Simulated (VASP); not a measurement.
Here is the system:

```
CELL_PARAMETERS angstrom
      1.76883    -3.06371     0.00000
      1.76883     3.06371     0.00000
      0.00000     0.00000     5.87352
ATOMIC_POSITIONS crystal
  Pt 0.00000 0.00000 0.00000
  S  0.33333 0.66667 0.21042
  S  0.66667 0.33333 0.78958
```

The numbers are results of revTPSS meta-GGA, VASP's PBE PAW potentials (set 64) (plane waves; VASP), not measurements. Numerical set-up: 520 eV cut-off, 8×8×4 Γ-centred mesh, tetrahedra with Blöchl corrections, potentials Pt S.

The cores are frozen, which limits the accuracy of field gradients. Without a dispersion term in the relaxation, distances and binding between the weakly bound layers, chains or molecules are unreliable, and so is what depends on them.

### Question
Give the principal components of the electric field gradient (V/Å²) and the asymmetry η at each nucleus.

### Answer

| atom | Vxx | Vyy | Vzz | η |
|---|---|---|---|---|
| Pt1 | -65.7 | -65.7 | 131.5 | 0.00 |
| S2 | 29.4 | 29.4 | -58.8 | 0.00 |
| S3 | 29.4 | 29.4 | -58.8 | 0.00 |

The compound is PtS2 in the 1T layered structure. It was relaxed first, which changed the volume by +16 %.
